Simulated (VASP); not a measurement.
# A VASP study of Fe (LDA): structure first, properties next, part 3 of 4

What structure and properties does LDA give Fe, and how near are they to the measured ones? The start is a cell from a database of measured crystal structures.

VASP 6.6.1; LDA, spin-polarised from a ferromagnetic start (one magnetic atom a cell); plane waves and PAW (Fe).

Still holding for the runs below: The cell holds one magnetic atom, so no antiferromagnetic order fits into it.

So far, moment of the cell, from the last line of the log (μB): 1.99 in steps 2, 3 and 4. The relaxed cell has a = 2.747 Å (conventional setting).

The database entry behind the starting cell differs from later determinations by our own check (an axis about 0.7 % long against later determinations), so it need not match the best structure at ambient conditions.

## (5) Band structure (LDA)

Levels along the symmetry lines show where the bands peak and cross; KPOINTS_OPT computes them in the converged potential.

File INCAR:

```
SYSTEM = Fe
PREC = Accurate
ENCUT = 400
EDIFF = 1E-06
NELM = 100
ISMEAR = 1
SIGMA = 0.2
LREAL = .FALSE.
ALGO = Normal
GGA = CA
NBANDS = 15
ISPIN = 2
MAGMOM = 1.954
LMAXMIX = 4
LORBIT = 11
LWAVE = .FALSE.
LCHARG = .FALSE.
KPAR = 2
```

File POSCAR:

```
Fe
1.0
   -1.3735385487      1.3735385487      1.3735385487
    1.3735385487     -1.3735385487      1.3735385487
    1.3735385487      1.3735385487     -1.3735385487
Fe
1
Direct
    0.0000000000      0.0000000000      0.0000000000
```

File KPOINTS:

```
Automatic mesh
0
Gamma
13 13 13
0 0 0
```

File KPOINTS_OPT:

```
Line mode
16
Line-mode
Reciprocal
  0.00000000   0.00000000   0.00000000 GAMMA
  0.50000000  -0.50000000   0.50000000 H

  0.50000000  -0.50000000   0.50000000 H
  0.00000000   0.00000000   0.50000000 N

  0.00000000   0.00000000   0.50000000 N
  0.00000000   0.00000000   0.00000000 GAMMA

  0.00000000   0.00000000   0.00000000 GAMMA
  0.25000000   0.25000000   0.25000000 P

  0.25000000   0.25000000   0.25000000 P
  0.50000000  -0.50000000   0.50000000 H

  0.25000000   0.25000000   0.25000000 P
  0.00000000   0.00000000   0.50000000 N
```

The projector-augmented-wave data sets are Fe (LDA family, release 64).

Started as:

```
> mpirun -np 2 vasp_std
```

The log of the run:

```text
[... set-up lines as in an earlier step ...]
 entering main loop
       N       E                     dE             d eps       ncg     rms          rms(c)
DAV:   1     0.161328985089E+02    0.16133E+02   -0.31777E+03  5729   0.552E+02
DAV:   2    -0.977014421394E+01   -0.25903E+02   -0.24060E+02  5593   0.112E+02
DAV:   3    -0.104339340820E+02   -0.66379E+00   -0.65543E+00  6349   0.182E+01
DAV:   4    -0.104359625644E+02   -0.20285E-02   -0.20282E-02  5796   0.902E-01
DAV:   5    -0.104359710480E+02   -0.84836E-05   -0.84836E-05  6335   0.604E-02    0.127E+01
DAV:   6    -0.930758433933E+01    0.11284E+01   -0.90911E+00  6671   0.359E+01    0.471E+00
DAV:   7    -0.924595509973E+01    0.61629E-01   -0.46696E-01  6349   0.804E+00    0.302E+00
DAV:   8    -0.923610587584E+01    0.98492E-02   -0.53475E-03  6128   0.409E-01    0.146E+00
DAV:   9    -0.922685754811E+01    0.92483E-02   -0.64899E-03  6875   0.495E-01    0.433E-01
DAV:  10    -0.922715385592E+01   -0.29631E-03   -0.29621E-04  6229   0.175E-01    0.139E-01
DAV:  11    -0.922717955943E+01   -0.25704E-04   -0.17972E-04  6676   0.932E-02    0.282E-02
DAV:  12    -0.922718207969E+01   -0.25203E-05   -0.35622E-06  4893   0.200E-02    0.204E-02
DAV:  13    -0.922718306274E+01   -0.98305E-06   -0.69823E-07  4008   0.101E-02
   1 F= -.92271831E+01 E0= -.92272444E+01  d E =0.183982E-03  mag=     1.9874
 Start KPOINTS_OPT (optional k-point list driver)
k-point batch [1-84\96]
       N       E                     dE             ncg
DAV:   1     0.519890638251E+04   -0.20897E+05     5651
DAV:   2     0.297256178980E+04   -0.22263E+04     5607
DAV:   3     0.291222759792E+04   -0.60334E+02     6372
DAV:   4     0.291202851375E+04   -0.19908E+00     5957
DAV:   5     0.291202766877E+04   -0.84498E-03     6189
DAV:   6     0.291202766320E+04   -0.55690E-05     5699
DAV:   7     0.291202766313E+04   -0.76707E-07     4655
k-point batch [85-96\96]
       N       E                     dE             ncg
DAV:   1     0.245591224147E+05   -0.38867E+04      808
DAV:   2     0.242383919516E+05   -0.32073E+03      790
DAV:   3     0.242299865677E+05   -0.84054E+01      916
DAV:   4     0.242299583452E+05   -0.28223E-01      846
DAV:   5     0.242299582290E+05   -0.11614E-03      944
DAV:   6     0.242299582283E+05   -0.72517E-06      816
```

Wall time 22 s (2 MPI ranks of AMD EPYC 7R43, shared host); peak memory 0.19 GiB; 41 s of CPU time.

From OUTCAR (step 5):

```text
   k-points           NKPTS =     84   k-points in BZ     NKDIM =     84   number of bands    NBANDS=     15

   NELECT =       8.0000    total number of electrons

 E-fermi :   6.8144

 spin component 1
 k-point     1 :       0.0000    0.0000    0.0000
  band No.  band energies     occupation
    ...
      2       4.2324      1.00000
      3       4.2324      1.00000
      4       4.2324      1.00000
      5       5.7962      1.00000
      6       5.7962      1.00000
      7      32.4605      0.00000
      8      32.4605      0.00000
      9      32.4605      0.00000
     10      38.2328      0.00000
     11      38.2328      0.00000
    ...

 k-point     2 :       0.0769    0.0000    0.0000
  band No.  band energies     occupation
    ...
      2       4.1539      1.00000
      3       4.2243      1.00000
      4       4.3850      1.00000
      5       5.7182      1.00000
      6       5.8031      1.00000
      7      31.0273      0.00000
      8      32.1270      0.00000
      9      32.3569      0.00000
     10      37.5113      0.00000
     11      38.4342      0.00000
    ...

  Total        0.0105905      0.0105905      0.0105905     -0.0000000      0.0000000      0.0000000
  in kB        1.6369829      1.6369829      1.6369829     -0.0000000      0.0000000      0.0000000
  external PRESSURE =       1.6369829 kB  Pullay stress =       0.0000000 kB

 POSITION                                       TOTAL-FORCE (eV/Angst)
 -----------------------------------------------------------------------------------
      0.00000      0.00000      0.00000         0.000000      0.000000     -0.000000
 -----------------------------------------------------------------------------------
    total drift:                               -0.000000     -0.000000      0.000000

  FREE ENERGIE OF THE ION-ELECTRON SYSTEM (eV)
  ---------------------------------------------------
  free  energy   TOTEN  =        -9.2271830627 eV

  energy  without entropy=       -9.2273670450  energy(sigma->0) =       -9.22724439

 magnetization (x)
# of ion       s       p       d       tot
------------------------------------------
    1       -0.010  -0.035   2.000   1.955

[... 8 parts as in an earlier step ...]

[... 13 further parts left out ...]
```

Numbers from this step:

- SCF cycles: 13
- bands: 15
- Fermi energy: 6.814 eV
- pressure: 0.1637 GPa

Spin up. The electronic bands at the labelled points (eV, zero at the Fermi level; # counts the bands kept in this run):

| point | #2 | #3 | #4 | #5 | #6 |
| --- | --- | --- | --- | --- | --- |
| Γ | -2.58 | -2.58 | -2.58 | -1.02 | -1.02 |
| 0.53 of the way | -3.53 | -1.95 | -1.95 | -1.06 | 0.80 |
| H | -5.46 | 0.24 | 0.24 | 0.24 | 10.35 |
| 0.53 of the way | -3.95 | -2.35 | -1.47 | 0.42 | 5.05 |
| N | -3.85 | -0.98 | -0.78 | 0.29 | 0.56 |
| 0.47 of the way | -3.31 | -2.71 | -1.22 | -0.99 | -0.92 |
| Γ | -2.58 | -2.58 | -2.58 | -1.02 | -1.02 |
| 0.47 of the way | -3.39 | -3.39 | -1.03 | -1.03 | -0.20 |
| P | -3.68 | -3.68 | -0.74 | -0.74 | 9.16 |
| 0.47 of the way | -3.85 | -3.66 | -0.58 | -0.58 | 7.45 |
| H | -5.46 | 0.24 | 0.24 | 0.24 | 10.35 |
| jump to P | -3.68 | -3.68 | -0.74 | -0.74 | 9.16 |
| 0.53 of the way | -3.93 | -2.16 | -0.87 | -0.76 | 4.04 |
| N | -3.85 | -0.98 | -0.78 | 0.29 | 0.56 |

The electronic bands as a text plot (rows in eV, shown from -8.0 to 8.0 only):

```
    7.7 |                                      *  ** *
    7.0 |               *                           *
    6.3 |         *                                         *
    5.7 |
    5.0 |        *       *                    *              *
    4.3 |
    3.7 |                 *                  *                *
    3.0 |                  *
    2.3 |                                                      *
    1.7 |       *                           *
    1.0 |      *            *                                   *
    0.3 |     *    *************           *             **
   -0.3 |    *   ***  **      * *                    *****      *
   -1.0 |****  ***     **   *************************      ******
   -1.7 |  ******       *****     **     *              *     *
   -2.3 |******          * *    *   *****             **
   -3.0 |     *           **     ****   ***                 **
   -3.7 |      **        *  *****          ***********     ******
   -4.3 |               *                         **  *     **
   -5.0 |      *****  ******                *          ***    **
   -5.7 |     *     **      *****          *              *     *
   -6.3 |    *                   *
   -7.0 |                                 *
   -7.7 |   *                     *      *
         Γ           H       N        Γ         P        H|P    N
```

Spin down. Electronic bands along the path, in eV, zero at the Fermi level; # counts the bands kept in this run:

| point | #1 | #2 | #3 | #4 | #5 | #6 |
| --- | --- | --- | --- | --- | --- | --- |
| Γ | -8.81 | -0.96 | -0.96 | -0.96 | 1.11 | 1.11 |
| 0.53 of the way | -4.15 | -1.84 | -0.36 | -0.36 | 0.68 | 2.53 |
| H | -4.01 | -4.01 | 2.10 | 2.10 | 2.10 | 10.81 |
| 0.53 of the way | -3.38 | -2.54 | -0.79 | 0.22 | 2.29 | 6.08 |
| N | -4.43 | -2.38 | 0.68 | 1.03 | 1.40 | 2.44 |
| 0.47 of the way | -6.05 | -1.78 | -1.28 | 0.74 | 0.78 | 1.22 |
| Γ | -8.81 | -0.96 | -0.96 | -0.96 | 1.11 | 1.11 |
| 0.47 of the way | -5.61 | -1.89 | -1.89 | 1.06 | 1.06 | 1.49 |
| P | -2.42 | -2.42 | -2.42 | 1.45 | 1.45 | 10.13 |
| 0.47 of the way | -2.46 | -2.46 | -2.28 | 1.27 | 1.27 | 8.53 |
| H | -4.01 | -4.01 | 2.10 | 2.10 | 2.10 | 10.81 |
| jump to P | -2.42 | -2.42 | -2.42 | 1.45 | 1.45 | 10.13 |
| 0.53 of the way | -3.60 | -2.53 | -1.08 | 1.20 | 1.42 | 5.22 |
| N | -4.43 | -2.38 | 0.68 | 1.03 | 1.40 | 2.44 |

The electronic bands as a text plot (rows in eV, shown from -8.0 to 8.0 only):

```
    7.7 |               *                                   *
    7.0 |         *
    6.3 |                *                                   *
    5.7 |        *                            *
    5.0 |                                    *                *
    4.3 |                 *
    3.7 |                  *                                   *
    3.0 |       *                           *
    2.3 |     **    ************           *              *     *
    1.7 |   **   **** *      ****             *****   ***********
    1.0 |***   ****    *    ******************     ***       ****
    0.3 |  ****         ****  *   *      *              *       *
   -0.3 |   * ***           *  *   *    *              *       *
   -1.0 |******          * *    *********             *       *
   -1.7 |      *          **     ***     **                 **
   -2.3 |       *        *  *****          ***********     ******
   -3.0 |        *      *                    *    **  **    **
   -3.7 |       ************                            ***   *
   -4.3 |      *            ****            *                  **
   -5.0 |     *                 *          *
   -5.7 |    *
   -6.3 |                        *        *
   -7.0 |   *                     *      *
   -7.7 |  *                       *
         Γ           H       N        Γ         P        H|P    N
```

There is no gap at this level.

Spin up: of the bands kept, 4 cross the Fermi level on this path. Spin down: of the bands kept, 3 cross the Fermi level on this path.

## (6) Total and projected DOS (LDA)

Here the states are counted by energy and projected on the atoms. The mesh is finer than in the run before.

Changes to INCAR since step 5:

```diff
@@ -5,3 +5,3 @@
 NELM = 100
-ISMEAR = 1
+ISMEAR = -5
 SIGMA = 0.2
@@ -18 +18,2 @@
 KPAR = 2
+NEDOS = 2001
```

POSCAR is that of step 5.

File KPOINTS:

```
Automatic mesh
0
Gamma
20 20 20
0 0 0
```

Started as:

```
> mpirun -np 2 vasp_std
```

The log of the run:

```text
[... set-up lines as in an earlier step ...]
 entering main loop
       N       E                     dE             d eps       ncg     rms          rms(c)
DAV:   1     0.150656537266E+02    0.15066E+02   -0.31864E+03 17759   0.554E+02
DAV:   2    -0.981215125426E+01   -0.24878E+02   -0.23219E+02 17341   0.110E+02
DAV:   3    -0.104364691338E+02   -0.62432E+00   -0.62074E+00 19119   0.179E+01
DAV:   4    -0.104382950610E+02   -0.18259E-02   -0.18251E-02 18118   0.868E-01
DAV:   5    -0.104383029433E+02   -0.78823E-05   -0.78766E-05 19217   0.590E-02    0.127E+01
DAV:   6    -0.930451306974E+01    0.11338E+01   -0.91199E+00 20631   0.359E+01    0.478E+00
DAV:   7    -0.924518796172E+01    0.59325E-01   -0.46875E-01 19689   0.803E+00    0.303E+00
DAV:   8    -0.923478534935E+01    0.10403E-01   -0.50128E-03 18535   0.412E-01    0.142E+00
DAV:   9    -0.922533816630E+01    0.94472E-02   -0.52713E-03 21005   0.405E-01    0.394E-01
DAV:  10    -0.922549894431E+01   -0.16078E-03   -0.74124E-04 19487   0.256E-01    0.166E-01
DAV:  11    -0.922546174475E+01    0.37200E-04   -0.83894E-05 19014   0.120E-01    0.244E-02
DAV:  12    -0.922546020798E+01    0.15368E-05   -0.28289E-06 14209   0.182E-02    0.100E-02
DAV:  13    -0.922545998015E+01    0.22783E-06   -0.87916E-07 13316   0.894E-03
   1 F= -.92254600E+01 E0= -.92254600E+01  d E =0.000000E+00  mag=     1.9666
 -----------------------------------------------------------------------------
|                                                                             |
|           W    W    AA    RRRRR   N    N  II  N    N   GGGG   !!!           |
|           W    W   A  A   R    R  NN   N  II  NN   N  G    G  !!!           |
|           W    W  A    A  R    R  N N  N  II  N N  N  G       !!!           |
|           W WW W  AAAAAA  RRRRR   N  N N  II  N  N N  G  GGG   !            |
|           WW  WW  A    A  R   R   N   NN  II  N   NN  G    G                |
|           W    W  A    A  R    R  N    N  II  N    N   GGGG   !!!           |
|                                                                             |
|     Tetrahedron method does not include variations of the Fermi             |
|     occupations, so forces and stress will be inaccurate. We suggest        |
|     using a different smearing scheme ISMEAR = 1 or 2 for metals in         |
|     relaxations.                                                            |
|                                                                             |
 -----------------------------------------------------------------------------
```

Elapsed: 46 s, on 2 MPI ranks; peak memory 0.32 GiB.

Parts of OUTCAR (step 6):

```text
   k-points           NKPTS =    256   k-points in BZ     NKDIM =    256   number of bands    NBANDS=     15

   NELECT =       8.0000    total number of electrons

 E-fermi :   6.7524

 spin component 1
 k-point     1 :       0.0000    0.0000    0.0000
  band No.  band energies     occupation
    ...
      2       4.2360      1.00000
      3       4.2360      1.00000
      4       4.2360      1.00000
      5       5.7934      1.00000
      6       5.7934      1.00000
      7      32.4616      0.00000
      8      32.4616      0.00000
      9      32.4616      0.00000
     10      38.2315      0.00000
     11      38.2315      0.00000
    ...

 k-point     2 :       0.0500    0.0000    0.0000
  band No.  band energies     occupation
    ...
      2       4.2025      1.00000
      3       4.2336      1.00000
      4       4.3011      1.00000
      5       5.7585      1.00000
      6       5.7964      1.00000
      7      31.8051      0.00000
      8      32.3310      0.00000
      9      32.4159      0.00000
     10      37.8172      0.00000
     11      38.6561      0.00000
    ...

  Total       -0.0176972     -0.0176972     -0.0176972      0.0000000     -0.0000000     -0.0000000
  in kB       -2.7354690     -2.7354690     -2.7354690      0.0000000     -0.0000000     -0.0000000
  external PRESSURE =      -2.7354690 kB  Pullay stress =       0.0000000 kB

 POSITION                                       TOTAL-FORCE (eV/Angst)
 -----------------------------------------------------------------------------------
      0.00000      0.00000      0.00000        -0.000000     -0.000000     -0.000000
 -----------------------------------------------------------------------------------
    total drift:                               -0.000000      0.000000      0.000000

  FREE ENERGIE OF THE ION-ELECTRON SYSTEM (eV)
  ---------------------------------------------------
  free  energy   TOTEN  =        -9.2254599801 eV

  energy  without entropy=       -9.2254599801  energy(sigma->0) =       -9.22545998

 magnetization (x)
# of ion       s       p       d       tot
------------------------------------------
    1       -0.009  -0.034   1.977   1.933

[... 6 parts as in an earlier step ...]

[... 15 further parts left out ...]
```

With tetrahedra the forces and stress of a metal are not exact derivatives of the energy.

Numbers from this step:

```yaml
irreducible_k_points: 256
free_energy_toten: -9.225 eV
fermi_energy: 6.752 eV
pressure: -0.2735 GPa
moment_of_the_cell_from_the_last_line_of_the_log: 1.967 μB
dos_at_the_fermi_level_one_point_of_the_energy_grid: 0.9939 states/eV/cell
```

The density of states has structure finer than the step of the table below, so its rows give means over 1 eV, whole bins alone (the curve runs from -12.0 to 8.00 eV). Peaks (eV: height): total down -3.3: 0.824, -2.3: 1.42, 1.5: 3.45; total up -4.6: 1.05, -3.7: 1.85, -2.8: 1.49, -0.7: 2.99; Fe d up -4.6: 0.760, -3.7: 1.64, -2.8: 1.25, -0.7: 2.91; Fe d down -3.3: 0.604, -2.3: 1.23, 1.5: 3.37.

States under -12.0 eV and over 8.0 eV are left out. The density of states by energy, zero at the Fermi level; means over each step; values in states/eV/cell:

| energy (eV) | total down | total up | Fe d up | Fe d down |
| --- | --- | --- | --- | --- |
| -10 | 0 | 0 | 0 | 0 |
| -9 | 0.00178 | 0.00905 | 0 | 0 |
| -8 | 0.0260 | 0.0351 | 5.3e-4 | 9.9e-5 |
| -7 | 0.0468 | 0.0600 | 0.00387 | 0.00128 |
| -6 | 0.0720 | 0.121 | 0.0285 | 0.00605 |
| -5 | 0.128 | 0.640 | 0.432 | 0.0302 |
| -4 | 0.398 | 0.762 | 0.651 | 0.231 |
| -3 | 0.469 | 1.04 | 0.888 | 0.351 |
| -2 | 1.03 | 0.426 | 0.357 | 0.873 |
| -1 | 0.706 | 1.54 | 1.47 | 0.573 |
| 0 | 0.415 | 0.674 | 0.623 | 0.367 |
| 1 | 1.34 | 0.149 | 0.102 | 1.30 |
| 2 | 0.706 | 0.135 | 0.0749 | 0.663 |
| 3 | 0.173 | 0.123 | 0.0590 | 0.128 |
| 4 | 0.145 | 0.107 | 0.0461 | 0.0889 |
| 5 | 0.122 | 0.0880 | 0.0351 | 0.0651 |
| 6 | 0.0985 | 0.0667 | 0.0250 | 0.0467 |
| 7 | 0.0732 | 0.0366 | 0.0121 | 0.0313 |

The finer mesh and the other smearing move the Fermi level by -0.06 eV from the 13×13×13 run, one measure of the sampling error in the zero of the bands above.

(Continued in part 4 of 4.)

[Lines on the potential files, build, host, timing and source positions are cut from VASP's logs without a mark.]

[Logs are printed without paths, hosts, clocks, repeated set-up lines and the standing remarks that a program may print on its own settings, such as how far it seeks lower states.]

[Hosts, paths, dates, database ids (printed as entryN), source tags and the programs' standing remarks are cut or masked in the printed files.]

[A measured line is paired with the nearest computed mode of its activity, which favours agreement.]

[In band tables of VASP the shares of atoms and orbitals are scaled to a sum of 1 inside the atoms' spheres.]
